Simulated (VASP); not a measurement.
All values below come from PBEsol GGA, VASP's PBE PAW potentials (set 64) (plane waves; VASP 6.6.1).

A VASP calculation is set up with these files.

**POSCAR**
```
Sn
5.83130
 -0.2727950886   0.2727950886   0.5000000000
  0.2727950886  -0.2727950886   0.5000000000
  0.2727950886   0.2727950886  -0.5000000000
Sn
1
Cartesian
  0.0000000000   0.0000000000   0.0000000000
```

**KPOINTS_OPT**
```
k-points along high-symmetry lines
6
Line-mode
Reciprocal
  0.000000   0.000000   0.000000 ! GAMMA
  0.000000   0.000000   0.500000 ! X

  0.000000   0.000000   0.500000 ! X
  0.250000   0.250000   0.250000 ! P

  0.250000   0.250000   0.250000 ! P
  0.000000   0.500000   0.000000 ! N

  0.000000   0.500000   0.000000 ! N
  0.000000   0.000000   0.000000 ! GAMMA

  0.000000   0.000000   0.000000 ! GAMMA
  0.500000   0.500000  -0.500000 ! M

  0.500000   0.500000  -0.500000 ! M
  0.324417   0.675583  -0.324417 ! S

 -0.324417   0.324417   0.324417 ! S_0
  0.000000   0.000000   0.000000 ! GAMMA

  0.000000   0.000000   0.500000 ! X
 -0.148834   0.148834   0.500000 ! R

  0.500000   0.500000  -0.148834 ! G
  0.500000   0.500000  -0.500000 ! M
```

INCAR:
```
PREC = Accurate
LCHARG = .FALSE.
SYSTEM = Sn
LMAXMIX = 4
ISMEAR = 0   # Gaussian
LREAL = .FALSE.   # projection in real space or not
NELM = 100   # most electronic steps
ALGO = Normal
GGA = PS   # PBEsol
EDIFF = 1E-6   # SCF stop (eV)
LASPH = .TRUE.   # aspherical one-centre terms
SIGMA = 0.2   # width (eV)
ENCUT = 300
LWAVE = .FALSE.
ISIF = 2
```

### KPOINTS
```
Automatic mesh
0
Gamma
12 12 12
0 0 0
```

POTCAR, in this order: Sn_d (PBE.64 set). Program: vasp_std.

What will the output report for the number of irreducible k-points (NKPTS), largest plane-wave count, number of space-group operations, FFT grid (NGX, NGY, NGZ)?

```json
{
 "number of irreducible k-points (NKPTS)": "163",
 "largest_plane_wave_count": "360",
 "number_of_space_group_operations": "16",
 "FFT grid (NGX, NGY, NGZ)": "24 × 24 × 24"
}
```

The structure comes from a measured Sn entry (I4/mmm) of the Crystallography Open Database, whose conditions weren't checked. The cell was not relaxed at this level.
